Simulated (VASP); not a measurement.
The system is GaSb (mix).

```
Ga Sb
1.0
     0.00000    3.05900    3.05900
     3.05900    0.00000    3.05900
     3.05900    3.05900    0.00000
Ga Sb
1 1
Cartesian
  0.0000 0.0000 0.0000
  1.5295 1.5295 1.5295
```

```yaml
Program: VASP 6.6.1
Task: relaxation of cell and atoms
Functional: PBE
Potentials_or_basis: VASP PAW PBE potentials, release 64 (Ga_d, Sb)
Cutoff: 600 eV
k_mesh: 12 × 12 × 12
Occupations: gaussian, width 0.1 eV
Spin: no spin polarisation
```

At the start: pressure 2.4 GPa; volume 28.62 Å³/atom.

Q: Where does the relaxation end?

A: Over 6 steps the energy falls by 10.0 meV/atom and the volume is 30.01 Å³/atom (+4.8 %); space group F-43m (No. 216, to 0.05 Å).

Step by step:
```
step  energy change (eV)  largest force (eV/Å)  pressure (GPa)  volume (Å³)
   1              0.0000                0.0000            2.39        57.25
   2             -0.0186                0.0000           -0.54        60.86
   3             -0.0200                0.0000           -0.02        60.06
   4             -0.0200                0.0000            0.07        60.01
   5             -0.0200                0.0000            0.05        60.01
   6             -0.0200                0.0000            0.00        60.02
```

Final structure:
```cif
data_structure
_symmetry_space_group_name_H-M 'P 1'
_symmetry_Int_Tables_number 1
_cell_length_a 4.3947
_cell_length_b 4.3947
_cell_length_c 4.3947
_cell_angle_alpha 60.000
_cell_angle_beta 60.000
_cell_angle_gamma 60.000
_cell_volume 60.02
loop_
_atom_site_label
_atom_site_type_symbol
_atom_site_fract_x
_atom_site_fract_y
_atom_site_fract_z
_atom_site_occupancy
Ga1 Ga 0.00000 0.00000 0.00000 1
Sb1 Sb 0.25000 0.25000 0.25000 1
```
